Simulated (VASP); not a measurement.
Zr3PdSe4:

```
CELL_PARAMETERS angstrom
5.02526 0.00000 0.00000
-2.51263 4.35200 0.00000
0.00000 0.00000 8.63395
ATOMIC_POSITIONS crystal
Zr 0.50000 0.00000 0.50000
Zr 0.00000 0.50000 0.50000
Zr 0.50000 0.50000 0.50000
Pd 0.00000 0.00000 0.00000
Se 0.33333 0.66667 0.23639
Se 0.66667 0.33333 0.23639
Se 0.66667 0.33333 0.76361
Se 0.33333 0.66667 0.76361
```

The cell was built by a generator and needn't be a form met in nature.

| Property | Result |
| --- | --- |
| Program | VASP 6.6.1 |
| Task | relaxation of cell and atoms |
| Functional | PBE |
| Potentials or basis | VASP PAW PBE potentials, release 64 (Zr_sv, Pd, Se) |
| Cutoff | 520 eV |
| k mesh | 3 × 3 × 2 |
| Occupations | gaussian, width 0.15 eV |
| Spin | no spin polarisation |

At the start: pressure 17.7 GPa; volume 23.60 Å³/atom.

**Question.** Where does the relaxation end?

**Answer.** Over 9 steps the energy falls by 876.2 meV/atom and the volume is 33.90 Å³/atom (+43.6 %); space group P6/mmm (No. 191, to 0.05 Å).

Step by step:
| step | energy change (eV) | largest force (eV/Å) | pressure (GPa) | volume (Å³) |
| --- | --- | --- | --- | --- |
| 1 | 0.0000 | 0.7466 | 17.65 | 188.82 |
| 2 | -4.4378 | 2.2285 | -4.57 | 267.01 |
| 3 | -4.4483 | 2.1316 | -4.10 | 262.92 |
| 4 | -6.9692 | 0.0649 | 0.63 | 263.87 |
| 5 | -6.9811 | 0.3036 | 1.15 | 263.60 |
| 6 | -6.9791 | 0.3770 | 1.32 | 263.50 |
| 7 | -6.9980 | 0.0544 | -0.49 | 274.68 |
| 8 | -7.0100 | 0.1187 | 0.20 | 270.13 |
| 9 | -7.0095 | 0.0724 | 0.01 | 271.18 |

Final structure:
```
CELL_PARAMETERS angstrom
6.50894 0.00000 0.00000
-3.25447 5.63691 0.00000
0.00000 0.00000 7.39103
ATOMIC_POSITIONS crystal
Zr 0.50000 0.00000 0.50000
Zr 0.00000 0.50000 0.50000
Zr 0.50000 0.50000 0.50000
Pd 0.00000 0.00000 0.00000
Se 0.33333 0.66667 0.24295
Se 0.66667 0.33333 0.24295
Se 0.66667 0.33333 0.75705
Se 0.33333 0.66667 0.75705
```

Caveat: the k mesh is coarse (spacing up to 0.48 Å⁻¹), so the values aren't converged; the volume moved by over 15 % at a fixed basis, so the end points are rough.
